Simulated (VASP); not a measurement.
Computed with PBEsol GGA, VASP's PBE PAW potentials (set 64) (plane waves; VASP 6.6.1).

The input files of a VASP run:

File KPOINTS:
```
Automatic
0
G
12 12 12
```

**INCAR**
```
! general
SYSTEM  =  MgO
PREC    =  Accurate
ENCUT   =  520
LREAL   =  .FALSE.
LASPH   =  .TRUE.

! electronic loop
EDIFF   =  1E-7   ! SCF stop (eV)
NELM    =  100   ! most electronic steps
ALGO    =  Normal   ! blocked Davidson

! smearing
ISMEAR  =  -5   ! tetrahedra, Bloechl

! functional
GGA     =  PS   ! PBEsol

! ions
ISIF    =  2   ! forces and stress, cell fixed

! output
LWAVE   =  .FALSE.
LCHARG  =  .TRUE.
LORBIT  =  11   ! lm-projected
NEDOS   =  601
```

POSCAR:
```
MgO
2.1041940
  0.0000000000   1.0000001455   1.0000001455
  1.0000001455   0.0000000000   1.0000001455
  1.0000001455   1.0000001455   0.0000000000
Mg O
1 1
Cartesian
  1.0000001455   0.0000000000   1.0000001455
  1.0000001455   1.0000001455   1.0000001455
```

POTCAR, in this order: Mg O (PBE.64 set). Program: vasp_std.

What VASP printed:

File OSZICAR:
```
       N       E                     dE             d eps       ncg     rms          rms(c)
DAV:   1     0.110827760742E+02    0.11083E+02   -0.49000E+03  1368   0.890E+02
DAV:   2    -0.135967893347E+02   -0.24680E+02   -0.24646E+02  1416   0.138E+02
DAV:   3    -0.138982802058E+02   -0.30149E+00   -0.30149E+00  1504   0.167E+01
DAV:   4    -0.138986986849E+02   -0.41848E-03   -0.41848E-03  1576   0.575E-01
DAV:   5    -0.138986989098E+02   -0.22484E-06   -0.22484E-06  1528   0.943E-03    0.667E+00
DAV:   6    -0.125508408908E+02    0.13479E+01   -0.87479E+00  1152   0.207E+01    0.223E+00
DAV:   7    -0.125257806465E+02    0.25060E-01   -0.40398E-02  1208   0.252E+00    0.128E+00
DAV:   8    -0.125124791718E+02    0.13301E-01   -0.20244E-02  1168   0.219E+00    0.144E-01
DAV:   9    -0.125123876138E+02    0.91558E-04   -0.30839E-04  1728   0.160E-01    0.740E-02
DAV:  10    -0.125124274009E+02   -0.39787E-04   -0.57105E-05  1192   0.839E-02    0.377E-03
DAV:  11    -0.125124273299E+02    0.71056E-07   -0.16606E-06  1632   0.961E-03    0.188E-03
DAV:  12    -0.125124274014E+02   -0.71547E-07   -0.66612E-08   760   0.296E-03
   1 F= -.12512427E+02 E0= -.12512427E+02  d E =0.000000E+00
```

**OUTCAR**
```
------------------------ aborting loop because EDIFF is reached ----------------------------------------
  FORCE on cell =-STRESS in cart. coord.  units (eV):
  Direction    XX          YY          ZZ          XY          YZ          ZX
  --------------------------------------------------------------------------------------
  Total        0.0179427      0.0179427      0.0179427      0.0000000      0.0000000     -0.0000000
  in kB        1.5428045      1.5428045      1.5428045      0.0000000      0.0000000     -0.0000000
  external PRESSURE =       1.5428045 kB  Pullay stress =       0.0000000 kB
  volume of cell :       18.63
      direct lattice vectors                 reciprocal lattice vectors
     0.000000000  2.104194306  2.104194306    -0.237620641  0.237620641  0.237620641
     2.104194306  0.000000000  2.104194306     0.237620641 -0.237620641  0.237620641
     2.104194306  2.104194306  0.000000000     0.237620641  0.237620641 -0.237620641
  FREE ENERGIE OF THE ION-ELECTRON SYSTEM (eV)
  ---------------------------------------------------
  free  energy   TOTEN  =       -12.5124274014 eV

  energy  without entropy=      -12.5124274014  energy(sigma->0) =      -12.51242740

 total charge

# of ion       s       p       d       tot
------------------------------------------
    1        0.150   0.182   0.080   0.413
    2        1.537   3.542   0.000   5.080
--------------------------------------------------
tot          1.688   3.724   0.080   5.493
```
(Selected blocks of OUTCAR.)

The structure comes from a measured MgO entry (Fm-3m) of the Crystallography Open Database, whose conditions weren't checked. It was relaxed first.
